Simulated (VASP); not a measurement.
SrTiO3 (cubic perovskite): the mBJ gap over mesh and path against the volume, with the cell scaled uniformly; LDA's own equilibrium is at 11.514 Å³/atom. VASP (PAW), 520 eV cut-off, 7×7×7 Γ-centred mesh, Gaussian smearing of 0.050 eV, potentials Sr_sv Ti_sv O. mBJ is a potential without an energy functional, so only the levels count. Fit the value as a straight line in ln V.

| V (Å³/atom) | mBJ gap over mesh and path (eV) |
|---|---|
| 10.478 | 3.095 |
| 10.823 | 3.031 |
| 11.169 | 2.969 |
| 11.514 | 2.909 |
| 11.859 | 2.844 |
| 12.205 | 2.780 |

Fit the rows as the text says and predict the value at 10.132.

The slope against ln V is -2.06 eV, the volume deformation potential of this gap. The line misses the rows by up to 0.005 and gives 3.167 at 10.132. The run gave 3.162, -0.005 from the line.

Left out are failed runs and those whose mesh is unfit for this quantity.

The compound is SrTiO3 in the cubic perovskite structure, the ideal cubic form; the compound distorts at low or room temperature.
